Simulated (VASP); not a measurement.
Ti3Ru:

```
CELL_PARAMETERS angstrom
4.94970 0.00000 0.00000
-2.47485 4.28657 0.00000
0.00000 0.00000 2.74250
ATOMIC_POSITIONS crystal
Ti 0.50000 0.00000 0.00000
Ti 0.00000 0.50000 0.00000
Ti 0.50000 0.50000 0.00000
Ru 0.00000 0.00000 0.00000
```

The cell was built by a generator and needn't be a form met in nature.

| Quantity | Value |
| --- | --- |
| Program | VASP 6.6.1 |
| Task | relaxation of cell and atoms |
| Functional | PBE |
| Potentials or basis | VASP PAW PBE potentials, release 64 (Ti_sv, Ru_pv) |
| Cutoff | 520 eV |
| k mesh | 5 × 5 × 7 |
| Occupations | gaussian, width 0.15 eV |
| Spin | no spin polarisation |

At the start: pressure 25.4 GPa; volume 14.55 Å³/atom.

Question: Where does the relaxation end?

Answer: Over 9 steps the energy falls by 252.2 meV/atom and the volume is 16.68 Å³/atom (+14.7 %); space group P6/mmm (No. 191, to 0.05 Å).

The path:
```tsv
step	energy change (eV)	largest force (eV/Å)	pressure (GPa)	volume (Å³)
1	0.0000	0.0000	25.38	58.19
2	0.1024	0.0000	-21.67	79.39
3	-0.9110	0.0000	-0.43	67.42
4	-0.9156	0.0000	-1.90	68.17
5	-0.9719	0.0000	-0.19	66.83
6	-0.9905	0.0000	2.32	65.50
7	-1.0077	0.0000	-0.87	67.07
8	-1.0088	0.0000	-0.65	66.79
9	-1.0088	0.0000	-0.44	66.72
```

Final structure:
```yaml
crystal:
  lattice:
    - [5.46172, 0.00000, 0.00000]
    - [-2.73086, 4.72999, 0.00000]
    - [0.00000, 0.00000, 2.58251]
  atoms:
    - { symbol: Ti, position: [0.50000, 0.00000, 0.00000] }
    - { symbol: Ti, position: [0.00000, 0.50000, 0.00000] }
    - { symbol: Ti, position: [0.50000, 0.50000, 0.00000] }
    - { symbol: Ru, position: [0.00000, 0.00000, 0.00000] }
```
